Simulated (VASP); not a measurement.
Calculation: PBEsol GGA, VASP's PBE PAW potentials (set 64) (plane waves; VASP 6.6.1).

VASP ran on this input.

POSCAR:
```
TiAl
1
    3.1532275355    -0.0000000000     0.0000000000
    0.0000000000     3.1532275355     0.0000000000
   -0.0000000000    -0.0000000000     3.1532275355
Al Ti
1 1
Direct
  0.0000000000   0.0000000000   0.0000000000
  0.5000000000   0.5000000000   0.5000000000
```

File KPOINTS:
```
Automatic mesh
0
gamma
13 13 13
0 0 0
```

### INCAR
```
LMAXMIX = 4
NELM = 100   # most electronic steps
NEDOS = 601   # DOS grid
ISMEAR = -5
ISIF = 2   # forces and stress, cell fixed
ENCUT = 400   # plane-wave cut-off (eV)
GGA = PS   # PBEsol
SYSTEM = TiAl
LCHARG = T
LASPH = T   # aspherical one-centre terms
LWAVE = F
LREAL = F
EDIFF = 1E-7
PREC = Accurate
LORBIT = 11   # lm-projected
ALGO = Normal
```

POTCAR, in this order: Al Ti_sv (PBE.64 set). Program: vasp_std.

Output

OSZICAR:
```
       N       E                     dE             d eps       ncg     rms          rms(c)
DAV:   1     0.852298976887E+02    0.85230E+02   -0.66707E+03  1856   0.114E+03
DAV:   2    -0.570904350709E+01   -0.90939E+02   -0.88827E+02  1869   0.311E+02
DAV:   3    -0.140199530451E+02   -0.83109E+01   -0.80716E+01  3301   0.859E+01
DAV:   4    -0.146690476712E+02   -0.64909E+00   -0.64603E+00  2435   0.185E+01
DAV:   5    -0.146913651654E+02   -0.22317E-01   -0.22318E-01  2607   0.350E+00    0.104E+01
DAV:   6    -0.130315362871E+02    0.16598E+01   -0.11586E+01  2244   0.396E+01    0.279E+00
DAV:   7    -0.129758045417E+02    0.55732E-01   -0.57666E-01  2192   0.944E+00    0.173E+00
DAV:   8    -0.129633047428E+02    0.12500E-01   -0.53180E-02  2198   0.215E+00    0.314E-01
DAV:   9    -0.129634160423E+02   -0.11130E-03   -0.48085E-03  2574   0.604E-01    0.182E-01
DAV:  10    -0.129635240774E+02   -0.10804E-03   -0.90902E-05  2163   0.102E-01    0.104E-01
DAV:  11    -0.129635797405E+02   -0.55663E-04   -0.10757E-04  2253   0.105E-01    0.142E-02
DAV:  12    -0.129635802519E+02   -0.51134E-06   -0.50108E-06  2224   0.184E-02    0.795E-03
DAV:  13    -0.129635799696E+02    0.28227E-06   -0.47487E-07  1984   0.830E-03    0.222E-03
DAV:  14    -0.129635800717E+02   -0.10212E-06   -0.12686E-07  1728   0.381E-03    0.108E-03
DAV:  15    -0.129635800944E+02   -0.22654E-07   -0.57336E-09  1020   0.863E-04
   1 F= -.12963580E+02 E0= -.12963580E+02  d E =0.000000E+00
```

**OUTCAR**
```
------------------------ aborting loop because EDIFF is reached ----------------------------------------
  FORCE on cell =-STRESS in cart. coord.  units (eV):
  Direction    XX          YY          ZZ          XY          YZ          ZX
  --------------------------------------------------------------------------------------
  Total       -0.0036330     -0.0036330     -0.0036330     -0.0000000     -0.0000000      0.0000000
  in kB       -0.1856581     -0.1856581     -0.1856581     -0.0000000     -0.0000000      0.0000000
  external PRESSURE =      -0.1856581 kB  Pullay stress =       0.0000000 kB
  volume of cell :       31.35
      direct lattice vectors                 reciprocal lattice vectors
     3.153227536  0.000000000  0.000000000     0.317135376  0.000000000  0.000000000
     0.000000000  3.153227536  0.000000000     0.000000000  0.317135376  0.000000000
     0.000000000  0.000000000  3.153227536     0.000000000  0.000000000  0.317135376
 POSITION                                       TOTAL-FORCE (eV/Angst)
 -----------------------------------------------------------------------------------
      0.00000      0.00000      0.00000         0.000000      0.000000      0.000000
      1.57661      1.57661      1.57661         0.000000      0.000000      0.000000
 -----------------------------------------------------------------------------------
    total drift:                                0.000000     -0.000000     -0.000000
  FREE ENERGIE OF THE ION-ELECTRON SYSTEM (eV)
  ---------------------------------------------------
  free  energy   TOTEN  =       -12.9635800944 eV

  energy  without entropy=      -12.9635800944  energy(sigma->0) =      -12.96358009

 total charge

# of ion       s       p       d       tot
------------------------------------------
    1        0.422   0.410   0.000   0.832
    2        2.195   6.129   1.990  10.313
--------------------------------------------------
tot          2.617   6.539   1.990  11.145
```
(Selected blocks of OUTCAR.)

For a metal the tetrahedron method with Blöchl corrections gives inexact stress and forces.

The structure was generated: TiAl was put into the CsCl type (Pm-3m), which need not be its known phase. It was relaxed first, which changed the volume by -13 %. The electron count is odd and the run is not spin-polarised, which forces a metal.
